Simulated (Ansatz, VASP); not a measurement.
# K2SiSb3 in VASP and in Ansatz

```
K Si Sb
1.0
     3.26981    1.88783    4.78777
    -3.26981    1.88783    4.78777
     0.00000   -3.77565    4.78777
K Si Sb
2 1 3
Direct
  0.87912 0.87912 0.87912
  0.12088 0.12088 0.12088
  0.50000 0.50000 0.50000
  0.50000 0.00000 0.50000
  0.50000 0.50000 0.00000
  0.00000 0.50000 0.50000
```

Change from the starting cell: species swapped into the Sm2GeRh3 type (R-3m, No. 166).

Alike in both runs: functional PBE; k mesh 3 × 3 × 3; occupations gaussian, width 0.1 eV; no spin polarisation.

Ansatz relaxed the structure, and its values are those at the end. VASP's run is a single point on that final structure, the one shown.

|  | VASP | Ansatz |
| --- | --- | --- |
| version | VASP 6.6.1 | Ansatz 0.2.0 |
| potentials or method | VASP PAW PBE potentials, release 64 (K_sv, Si, Sb) | scalar-relativistic, plane waves, PAW |
| plane-wave cutoff (eV) | 520 | 420 |
| valence electrons in the cell | 37 | 67 |

Ansatz gave:

```
gap on the k mesh at the Fermi level (eV) : none
pressure (GPa)                            : 0.0
rms of the force components (eV/Å)        : 0.009
```

Estimate VASP's values.

gap on the k mesh at the Fermi level (eV): none; pressure (GPa): 0.1; rms of the force components (eV/Å): 0.009.

A gap of «none» marks a metal or a gap that the smearing closes. With one functional, cell and mesh, what is left measures potentials, basis and numerics. The two sets of potentials don't hold the same shells in valence.

Caveats: the k mesh is coarse (spacing up to 0.40 Å⁻¹), so the values aren't converged. The runs have no spin-orbit coupling, so splittings on Sb are missing.
